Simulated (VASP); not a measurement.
An input for Ansatz (written as the equivalent of a VASP run, and not itself run):

Ansatz 0.2 input:
```yaml
crystal:
  lattice:
    - [2.8665737, 0.0000000, 0.0000000]
    - [-1.4332869, 2.4825258, 0.0000000]
    - [0.0000000, 0.0000000, 5.0165028]
  atoms:
    - { symbol: Mg, position: [0.0000000, 0.0000000, 0.0000000] }
    - { symbol: Mg, position: [0.0000000, 0.0000000, 0.5000000] }
    - { symbol: O, position: [0.3333330, 0.6666670, 0.2500000] }
    - { symbol: O, position: [0.6666670, 0.3333330, 0.7500000] }
kpoints:
  mp_grid: { grid: [9, 9, 5] }
hamiltonian:
  xc: pbesol
  pseudopotentials: { kind: paw }
scf:
  occupations: { method: gaussian, width: 0.05 }
  max_iter: 100
relax:
  max_steps: 40
  f_tol: 0.02
  cell: { p_target: 20 }
output: { forces: true, stress: true, eigenvalues: true }
```

Problem. Translate this input to VASP (INCAR, KPOINTS, POSCAR, choice of POTCAR).

Solution. One answer among several that fit: 
INCAR:
```
ALGO = Normal
EDIFF = 1E-6
EDIFFG = -0.02
ENCUT = 620
GGA = PS
IBRION = 2
ISIF = 3
ISMEAR = 0
LASPH = .True.
LCHARG = .False.
LREAL = .False.
LWAVE = .False.
NELM = 100
NSW = 40
PREC = Accurate
PSTRESS = 200
SIGMA = 0.05
SYSTEM = MgO
```

POSCAR:
```
MgO
1
    2.8665737080     0.0000000000     0.0000000000
   -1.4332868541     2.4825257579     0.0000000000
    0.0000000000     0.0000000000     5.0165028081
Mg O
2 2
Direct
  0.0000000000   0.0000000000   0.0000000000
  0.0000000000   0.0000000000   0.5000000000
  0.3333330000   0.6666670000   0.2500000000
  0.6666670000   0.3333330000   0.7500000000
```

KPOINTS:
```
Automatic
0
G
9 9 5
```

POTCAR, in this order: Mg O (PBE.64 set). Program: vasp_std.

The two are equivalent in intent, not identical: each code has its own PAW files, so the cut-off isn't converted (ENCUT is set for VASP's; basis.ecutwfc is left out, and Ansatz then takes the one that its files recommend); Ansatz stops its SCF on the density residual and VASP on the energy change (EDIFF).

The structure was generated: MgO was put into the NiAs type type (P6_3/mmc), which need not be its known phase. This run relaxes it under an external pressure of 20 GPa. Symmetry was kept, so distortions that lower it aren't found.
